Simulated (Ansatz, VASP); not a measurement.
# Two plane-wave programs on LiGe2As3

```xyz
6
Lattice="3.6845 0.0000 0.0000 -1.8422 3.1908 0.0000 0.0000 0.0000 10.1566" Properties=species:S:1:pos:R:3 pbc="T T T"
Li    0.0000    0.0000    0.0000
Ge    0.0000    2.1272    3.3163
Ge    1.8422    1.0636    6.8403
As    1.8422    1.0636    1.8674
As    0.0000    0.0000    5.0783
As    0.0000    2.1272    8.2892
```

Alike in both runs: functional PBE; k mesh 6 × 6 × 2; occupations gaussian, width 0.1 eV; no spin polarisation.

Ansatz relaxed the structure, and its values are those at the end. VASP's run is a single point on that final structure, the one shown.

|  | VASP | Ansatz |
| --- | --- | --- |
| version | VASP 6.6.1 | Ansatz 0.2.0 |
| potentials or method | VASP PAW PBE potentials, release 64 (Li_sv, Ge_d, As) | scalar-relativistic, plane waves, PAW |
| plane-wave cutoff (eV) | 520 | 420 |
| valence electrons in the cell | 46 | 76 |

Ansatz gave:

```
gap on the k mesh at the Fermi level (eV) : none
rms of the force components (eV/Å)        : 0.006
```

**Question.** Which values does VASP return?

**Answer.** gap on the k mesh at the Fermi level (eV): none; rms of the force components (eV/Å): 0.013.

A gap of «none» marks a metal or a gap that the smearing closes. The functional is the same, so the differences come from potentials, cutoffs and numerics. The two sets of potentials don't hold the same shells in valence.
